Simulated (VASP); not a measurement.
Given:

```yaml
crystal:
  lattice:
    - [0.00358, 6.47197, 6.46575]
    - [6.47197, 0.00358, 6.46575]
    - [3.23778, 3.23778, 0.00000]
  atoms:
    - { symbol: Mg, position: [0.00049, 0.00049, 0.99903] }
    - { symbol: Te, position: [0.12306, 0.12306, 0.25388] }
    - { symbol: Te, position: [0.12405, 0.62780, 0.24816] }
    - { symbol: Te, position: [0.62780, 0.12405, 0.24816] }
    - { symbol: Te, position: [0.62500, 0.62500, 0.25000] }
    - { symbol: Cd, position: [0.00069, 0.49930, 0.00001] }
    - { symbol: Cd, position: [0.49930, 0.00069, 0.00001] }
    - { symbol: Cd, position: [0.49962, 0.49962, 0.00076] }
```

Level of theory: PBEsol GGA, VASP's PBE PAW potentials (set 64) (plane waves; VASP 6.6.1). Settings: 400 eV cut-off, Gaussian smearing of 0.050 eV, potentials Mg Te Cd.

Unless said otherwise, spin-orbit coupling is left out, though it shifts the bands of the heavy elements here.

### Question
Give the energies of bands 23 to 36 at the high-symmetry points, in eV from the valence-band maximum.

### Answer

```csv
band,Γ,Y,C0,Z,A0,T,S,R
23,-1.76,-2.27,-2.50,-3.11,-3.52,-3.62,-2.39,-3.34
24,-1.75,-2.06,-2.42,-2.35,-1.80,-1.75,-2.04,-2.07
25,-0.81,-2.03,-1.43,-2.22,-1.77,-1.75,-1.91,-2.05
26,-0.79,-1.18,-1.21,-2.08,-1.73,-1.74,-1.36,-1.97
27,-0.69,-1.11,-1.11,-2.08,-1.73,-1.74,-1.25,-1.88
28,-0.66,-0.94,-1.03,-2.07,-1.23,-0.78,-0.54,-1.38
29,-0.02,-0.93,-1.00,-2.02,-1.20,-0.75,-0.51,-1.28
30,-0.02,-0.75,-0.90,-0.80,-0.86,-0.68,-0.30,-1.25
31,0.00,-0.71,-0.41,-0.70,-0.80,-0.66,-0.29,-1.23
32,0.99,2.98,2.93,3.23,2.38,1.83,2.06,2.77
33,1.84,3.08,3.00,3.37,2.57,2.12,2.31,3.02
34,2.19,3.22,3.12,4.36,2.67,2.49,3.02,3.03
35,2.54,3.34,3.50,4.51,2.80,2.52,3.21,3.35
36,2.96,3.41,3.77,4.52,2.84,2.52,4.54,4.49
```

The gap is direct, 0.99 eV, from the valence maximum at Γ to the conduction minimum at Γ.

The structure was generated: Cd3MgTe4 was put into an ordered model structure (Amm2), which need not be its known phase. It was relaxed first.
